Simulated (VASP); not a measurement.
# KSrCl3 (Pm-3m) in VASP: notebook, part 2 of 2

VASP 6.6.1. The steps go on from the part before.

## Step 3: Single point, PBE (hydrostatic strain -2.5%)

File INCAR:

```
ALGO = Normal
EDIFF = 1E-6
ENCUT = 520
GGA = PE
ISIF = 2
ISMEAR = -1
LASPH = True
LCHARG = False
LREAL = False
LWAVE = False
NBANDS = 28
NELM = 100
PREC = Accurate
SIGMA = 0.02
```

File KPOINTS:

```
k-points
0
Gamma
  4 4 4
```

File POSCAR:

```
KSrCl3
1.0
    5.4952951357      0.0000000000      0.0000000000
    0.0000000000      5.4952951357      0.0000000000
    0.0000000000      0.0000000000      5.4952951357
K Sr Cl
1 1 3
Direct
    0.0000000000      0.0000000000      0.0000000000
    0.5000000000      0.5000000000      0.5000000000
    0.5000000000      0.5000000000      0.0000000000
    0.5000000000      0.0000000000      0.5000000000
    0.0000000000      0.5000000000      0.5000000000
```

Potentials or basis: VASP PAW PBE potentials, release 64 (K_sv, Sr_sv, Cl).

The run is started by

```console
cat potpaw_PBE.64/K_sv/POTCAR potpaw_PBE.64/Sr_sv/POTCAR potpaw_PBE.64/Cl/POTCAR > POTCAR
mpirun -np 1 vasp_std > vasp.out
```

OUTCAR:

```text
EDIFF = 1E-6
   ENCUT = 520
   GGA = PE
   ISIF = 2
   ISMEAR = -1
   LASPH = True
   LREAL = False
   NELM = 100
   PREC = Accurate

 ion  position               nearest neighbor table
   1  0.000  0.000  0.000-
   2  0.500  0.500  0.500-   3 2.75   4 2.75   5 2.75   3 2.75   4 2.75   5 2.75
   3  0.500  0.500  0.000-   2 2.75   2 2.75
   4  0.500  0.000  0.500-   2 2.75   2 2.75
   5  0.000  0.500  0.500-   2 2.75   2 2.75

  LATTYP: Found a simple cubic cell.
 ALAT       =     5.4952951357

  Lattice vectors:

 A1 = (   5.4952951357,   0.0000000000,   0.0000000000)
 A2 = (   0.0000000000,   5.4952951357,   0.0000000000)
 A3 = (   0.0000000000,   0.0000000000,   5.4952951357)

Analysis of symmetry for initial positions (statically):
=====================================================================
 Subroutine PRICEL returns:
 Original cell was already a primitive cell.

 Routine SETGRP: Setting up the symmetry group for a
 simple cubic supercell.

 Subroutine GETGRP returns: Found 48 space group operations
 (whereof 48 operations were pure point group operations)
 out of a pool of 48 trial point group operations.

The static configuration has the point symmetry O_h .

Analysis of symmetry for dynamics (positions and initial velocities):
=====================================================================
 Subroutine PRICEL returns:
 Original cell was already a primitive cell.

 Routine SETGRP: Setting up the symmetry group for a
 simple cubic supercell.

 Subroutine GETGRP returns: Found 48 space group operations
 (whereof 48 operations were pure point group operations)
 out of a pool of 48 trial point group operations.

The dynamic configuration has the point symmetry O_h .

 Subroutine INISYM returns: Found 48 space group operations
 (whereof 48 operations are pure point group operations),
 and found     1 'primitive' translations

----------------------------------------------------------------------------------------

                                     Primitive cell

  volume of cell :     165.9484

  direct lattice vectors                    reciprocal lattice vectors
     5.495295136  0.000000000  0.000000000     0.181973848  0.000000000  0.000000000
     0.000000000  5.495295136  0.000000000     0.000000000  0.181973848  0.000000000
     0.000000000  0.000000000  5.495295136     0.000000000  0.000000000  0.181973848

  length of vectors
     5.495295136  5.495295136  5.495295136     0.181973848  0.181973848  0.181973848

  position of ions in fractional coordinates (direct lattice)
     0.000000000  0.000000000  0.000000000
     0.500000000  0.500000000  0.500000000
     0.500000000  0.500000000  0.000000000
     0.500000000  0.000000000  0.500000000
     0.000000000  0.500000000  0.500000000

  ion indices of the primitive-cell ions
   primitive index   ion index
                 1           1
                 2           2
                 3           3
                 4           4
                 5           5

----------------------------------------------------------------------------------------

 KPOINTS: k-points

[... 22 lines left out ...]
 Following reciprocal coordinates:
            Coordinates               Weight
  0.000000  0.000000  0.000000      1.000000
  0.250000  0.000000  0.000000      6.000000
  0.500000  0.000000  0.000000      3.000000
  0.250000  0.250000  0.000000     12.000000
  0.500000  0.250000  0.000000     12.000000
  0.500000  0.500000  0.000000      3.000000
  0.250000  0.250000  0.250000      8.000000
  0.500000  0.250000  0.250000     12.000000
  0.500000  0.500000  0.250000      6.000000
  0.500000  0.500000  0.500000      1.000000
   k-points           NKPTS =     10   k-points in BZ     NKDIM =     10   number of bands    NBANDS=     28
   number of dos      NEDOS =    301   number of ions     NIONS =      5
   total plane-waves  NPLWV =  74088
   dimension x,y,z NGX =    42 NGY =   42 NGZ =   42
   dimension x,y,z NGXF=    84 NGYF=   84 NGZF=   84
   ions per type =               1   1   3
   NGX,Y,Z   is equivalent  to a cutoff of  12.71, 12.71, 12.71 a.u.
   NGXF,Y,Z  is equivalent  to a cutoff of  25.41, 25.41, 25.41 a.u.
 SYSTEM =  unknown system
   PREC   = accura    normal or accurate (medium, high low for compatibility)
   ISTART =      0    job   : 0-new  1-cont  2-samecut
   ICHARG =      2    charge: 1-file 2-atom 10-const
   ISPIN  =      1    spin polarized calculation?
   LNONCOLLINEAR =      F non collinear calculations
   LSORBIT =      F    spin-orbit coupling
   LASPH  =      T    aspherical Exc in radial PAW
   ENCUT  =  520.0 eV  38.22 Ry    6.18 a.u.  10.22 10.22 10.22*2*pi/ulx,y,z
   NELM   =    100;   NELMIN=  2; NELMDL= -5     # of ELM steps
   EDIFF  = 0.1E-05   stopping-criterion for ELM
   LREAL  =      F    real-space projection
   EDIFFG = 0.1E-04   stopping-criterion for IOM
   NSW    =      0    number of steps for IOM
   IBRION =     -1    ionic relax: 0-MD 1-quasi-New 2-CG
   NFREE  =      0    steps in history (QN), initial steepest desc. (CG)
   ISIF   =      2    stress and relaxation
   ISYM   =      2    0-nonsym 1-usesym 2-fastsym
   POTIM  = 0.5000    time-step for ionic-motion
   TEBEG  =    0.0;   TEEND  =   0.0 temperature during run
   PSTRESS=    0.0 pullay stress
   NELECT =      40.0000    total number of electrons
   NUPDOWN=      -1.0000    fix difference up-down
   EMIN   =  10.00;   EMAX   =-10.00  energy-range for DOS
   EFERMI =   0.00;   METHOD = LEGACY
   ISMEAR =    -1;   SIGMA  =   0.02  broadening in eV -4-tet -1-fermi 0-gaus
   EFERMI_NEDOS =   21; number of points for ismear=-14 and -15
   IALGO  =     38    algorithm
   IMIX   =      4    mixing-type and parameters
     AMIX     =   0.40;   BMIX     =  1.00
     AMIX_MAG =   1.60;   BMIX_MAG =  1.00
  volume/ion in A,a.u.               =      33.19       223.98
  Fermi-wavevector in a.u.,A,eV,Ry     =   1.018835  1.925319 14.123181  1.038025
  Thomas-Fermi vector in A             =   2.152315
   LORBIT       =      0    0 simple, 1 ext, 2 COOP (PROOUT), +10 PAW based schemes
   GGA     = PE    functional components
   LHFCALC =     F    Hartree Fock is set to
   AEXX    =    0.0000 exact exchange contribution
   IVDW    =     0    specifies the selected vdW correction
   LEPSILON=     F    determine dielectric tensor
   LRPA    =     F    only Hartree local field effects (RPA)
 non-spin polarized calculation
  energy-cutoff  :      520.00
  volume of cell :      165.95
 maximum number of plane-waves:      4492
 NGX is ok and might be reduce to    42
   NGX = 21   NGY = 21   NGZ = 21

 number of electron      39.9999987 magnetization

 Free energy of the ion-electron system (eV)
  ---------------------------------------------------
  ext. energy  EPLUGINS =         0.00000000
  ---------------------------------------------------
  free energy    TOTEN  =       -19.04538912 eV

  energy without entropy =      -19.04538912  energy(sigma->0) =      -19.04538912

 E-fermi :  -0.7861     XC(G=0):  -7.4321

 val. band max:       -1.3505746750   @ k =   0.5000   0.5000   0.5000
 cond. band min:       3.2832487036   @ k =   0.0000   0.0000   0.0000
 fundamental gap:      4.6338233786
 Fermi energy:        -0.7861009965

 k-point     1 :       0.0000    0.0000    0.0000
  band No.  band energies     occupation
      1     -33.1423      2.00000
      2     -29.8865      2.00000
      3     -15.3519      2.00000
      4     -15.3519      2.00000
      5     -15.3519      2.00000
      6     -14.0331      2.00000
[... 299 lines left out ...]
     27       7.5048      0.00000
     28       8.0174      0.00000

------------------------ aborting loop because EDIFF is reached ----------------------------------------

  FORCE on cell =-STRESS in cart. coord.  units (eV):
  Direction    XX          YY          ZZ          XY          YZ          ZX
  --------------------------------------------------------------------------------------
  -------------------------------------------------------------------------------------
  Total        2.6841600      2.6841600      2.6841600     -0.0000000      0.0000000     -0.0000000
  in kB       25.9146839     25.9146839     25.9146839     -0.0000000      0.0000000     -0.0000000
  external PRESSURE =      25.9146839 kB  Pullay stress =       0.0000000 kB

 VOLUME and BASIS-vectors are now :
 -----------------------------------------------------------------------------
  energy-cutoff  :      520.00
  volume of cell :      165.95
      direct lattice vectors                 reciprocal lattice vectors
     5.495295136  0.000000000  0.000000000     0.181973848  0.000000000  0.000000000
     0.000000000  5.495295136  0.000000000     0.000000000  0.181973848  0.000000000
     0.000000000  0.000000000  5.495295136     0.000000000  0.000000000  0.181973848

 POSITION                                       TOTAL-FORCE (eV/Angst)
 -----------------------------------------------------------------------------------
      0.00000      0.00000      0.00000         0.000000      0.000000      0.000000
      2.74765      2.74765      2.74765         0.000000      0.000000      0.000000
      2.74765      2.74765      0.00000         0.000000      0.000000      0.000000
      2.74765      0.00000      2.74765         0.000000      0.000000      0.000000
      0.00000      2.74765      2.74765         0.000000      0.000000      0.000000
 -----------------------------------------------------------------------------------
    total drift:                                0.000000     -0.000000      0.000000

  FREE ENERGIE OF THE ION-ELECTRON SYSTEM (eV)
  ---------------------------------------------------
  free  energy   TOTEN  =       -19.0453891239 eV

  energy  without entropy=      -19.0453891239  energy(sigma->0) =      -19.04538912
```

OSZICAR:

```text
N       E                     dE             d eps       ncg     rms          rms(c)
DAV:   1     0.301596574135E+03    0.30160E+03   -0.18345E+04   560   0.126E+03
DAV:   2     0.627522654498E+01   -0.29532E+03   -0.28753E+03   712   0.286E+02
DAV:   3    -0.191703542043E+02   -0.25446E+02   -0.25377E+02   816   0.801E+01
DAV:   4    -0.199020373642E+02   -0.73168E+00   -0.73053E+00   920   0.124E+01
DAV:   5    -0.199223177055E+02   -0.20280E-01   -0.20278E-01   796   0.139E+00    0.223E+01
DAV:   6    -0.191984216275E+02    0.72390E+00   -0.12816E+00   700   0.445E+00    0.140E+01
DAV:   7    -0.190663749222E+02    0.13205E+00   -0.92813E-01   764   0.408E+00    0.184E+00
DAV:   8    -0.190470923916E+02    0.19283E-01   -0.12125E-01   740   0.155E+00    0.391E-01
DAV:   9    -0.190456794630E+02    0.14129E-02   -0.83836E-03   756   0.524E-01    0.183E-01
DAV:  10    -0.190453104355E+02    0.36903E-03   -0.28644E-03   804   0.340E-01    0.667E-02
DAV:  11    -0.190453687718E+02   -0.58336E-04   -0.66989E-04   824   0.137E-01    0.409E-02
DAV:  12    -0.190453858882E+02   -0.17116E-04   -0.43212E-05   748   0.361E-02    0.152E-02
DAV:  13    -0.190453884436E+02   -0.25554E-05   -0.27230E-06   616   0.105E-02    0.619E-03
DAV:  14    -0.190453891239E+02   -0.68029E-06   -0.67496E-07   492   0.526E-03
   1 F= -.19045389E+02 E0= -.19045389E+02  d E =-.981527E-13
```

stdout:

```text
POSCAR found type information on POSCAR K SrCl
 POSCAR found :  3 types and       5 ions
 scaLAPACK will be used
 LDA part: xc-table for (Slater+PW92), standard interpolation
 POSCAR, INCAR and KPOINTS ok, starting setup
 FFT: planning ... GRIDC
 FFT: planning ... GRID_SOFT
 FFT: planning ... GRID
 WAVECAR not read
 entering main loop
```

It took 46 s on 1 thread of Intel Xeon Platinum 8488C (Sapphire Rapids), shared host; peak memory 0.27 GiB.

What came out:

```
Free energy            : -19.0454 eV
Pressure               : 2.6 GPa
Band gap on the k mesh : 4.63 eV, indirect (least direct gap 4.81 eV)
```

Levels at points of the mesh, in eV from the valence-band top:
```tsv
k point	band 16	band 17	band 18	band 19	band 20	band 21	band 22	band 23	band 24	band 25
(0.00, 0.00, 0.00)	-0.47	-0.47	-0.18	-0.18	-0.18	4.63	6.10	6.10	6.10	7.04
(0.50, 0.00, 0.00)	-0.77	-0.77	-0.59	-0.26	-0.26	6.31	6.36	6.62	7.44	7.44
(0.50, 0.50, 0.00)	-0.79	-0.72	-0.72	-0.58	-0.01	7.06	7.54	7.54	7.86	7.86
(0.50, 0.50, 0.50)	-1.42	-1.42	0.00	0.00	0.00	6.18	7.44	7.44	7.44	8.86
```

## Step 4: Single point, r2SCAN (epitaxial_xy strain +1.5%)

POSCAR, as its differences from that of step 3:

```diff
@@ -2,5 +2,5 @@
 1.0
-    5.4952951357      0.0000000000      0.0000000000
-    0.0000000000      5.4952951357      0.0000000000
-    0.0000000000      0.0000000000      5.4952951357
+    5.7207431413      0.0000000000      0.0000000000
+    0.0000000000      5.7207431413      0.0000000000
+    0.0000000000      0.0000000000      5.6187937929
 K Sr Cl
```

File INCAR.step1:

```
SYSTEM = KSrCl3
PREC = Accurate ; ENCUT = 520
ISMEAR = 0 ; SIGMA = 0.01
LREAL = .False. ; LASPH = .True.
NELM = 100 ; NBANDS = 28
GGA = PE ; ALGO = Normal
EDIFF = 1E-4 ; LWAVE = .True.
LCHARG = .False.
```

File INCAR.step2:

```
SYSTEM = KSrCl3
PREC = Accurate ; ENCUT = 520
EDIFF = 1E-7 ; ISMEAR = 0
SIGMA = 0.01 ; LREAL = .False.
LASPH = .True. ; NELM = 100
ALGO = Normal ; ISIF = 2
LWAVE = .False. ; LCHARG = .False.
METAGGA = R2SCAN ; LMIXTAU = .True.
NBANDS = 28 ; ISTART = 1
```

File KPOINTS:

```
Automatic mesh
0
Gamma
  4 4 4
  0 0 0
```

The run is started by

```console
cat potpaw_PBE.64/K_sv/POTCAR potpaw_PBE.64/Sr_sv/POTCAR potpaw_PBE.64/Cl/POTCAR > POTCAR
cp INCAR.step1 INCAR
mpirun -np 1 vasp_std > vasp.out
cp INCAR.step2 INCAR
mpirun -np 1 vasp_std > vasp.out
```

It took 5 min on 1 thread of Intel Xeon Platinum 8488C (Sapphire Rapids), shared host; peak memory 0.39 GiB.

The run converged. Its results:

```
Free energy            : -51.6295 eV
Pressure               : -0.5 GPa
Band gap on the k mesh : 5.14 eV, indirect (least direct gap 5.35 eV)
```

Stress tensor (GPa, compression positive):
```
-0.81  0.00  0.00
 0.00 -0.81  0.00
 0.00  0.00  0.05
```

Levels at points of the mesh, in eV from the valence-band top:
| k point | band 16 | band 17 | band 18 | band 19 | band 20 | band 21 | band 22 | band 23 | band 24 | band 25 |
| --- | --- | --- | --- | --- | --- | --- | --- | --- | --- | --- |
| (0.00, 0.00, 0.00) | -0.41 | -0.38 | -0.23 | -0.23 | -0.22 | 5.14 | 6.69 | 6.71 | 6.71 | 7.62 |
| (0.50, 0.00, 0.00) | -0.63 | -0.62 | -0.49 | -0.29 | -0.28 | 6.70 | 6.92 | 6.99 | 7.80 | 7.80 |
| (0.50, 0.50, 0.00) | -0.64 | -0.64 | -0.63 | -0.63 | -0.02 | 7.47 | 7.90 | 7.90 | 8.15 | 8.15 |
| (0.00, 0.00, 0.50) | -0.69 | -0.69 | -0.48 | -0.29 | -0.29 | 6.77 | 6.94 | 6.96 | 7.90 | 7.90 |
| (0.50, 0.00, 0.50) | -0.67 | -0.64 | -0.60 | -0.60 | -0.01 | 7.51 | 7.92 | 8.00 | 8.17 | 8.20 |
| (0.50, 0.50, 0.50) | -1.23 | -1.23 | -0.01 | 0.00 | 0.00 | 6.82 | 7.98 | 8.01 | 8.01 | 8.97 |

Caveat: the PAW data sets were made with another functional, which shifts forces and pressure a little. A k mesh can miss the band edges.

## Step 5: Overview

| level | cell | smearing | gap on the mesh (eV) | pressure (GPa) |
| --- | --- | --- | --- | --- |
| PBE | as given | fermi-dirac 0.02 eV | 4.48 | 0.5 |
| PBE | hydrostatic strain -2.5% | fermi-dirac 0.02 eV | 4.63 | 2.6 |
| r2SCAN | epitaxial_xy strain +1.5% | gaussian 0.01 eV | 5.14 | -0.5 |

Alike in all rows: task single point; potentials or basis VASP PAW PBE potentials, release 64 (K_sv, Sr_sv, Cl); no spin polarisation; k mesh 4 × 4 × 4; cutoff (eV) 520.

Caveats: the PAW data sets were made with another functional, which shifts forces and pressure a little (some runs).

Absolute energies hang on the potentials; compare differences alone.
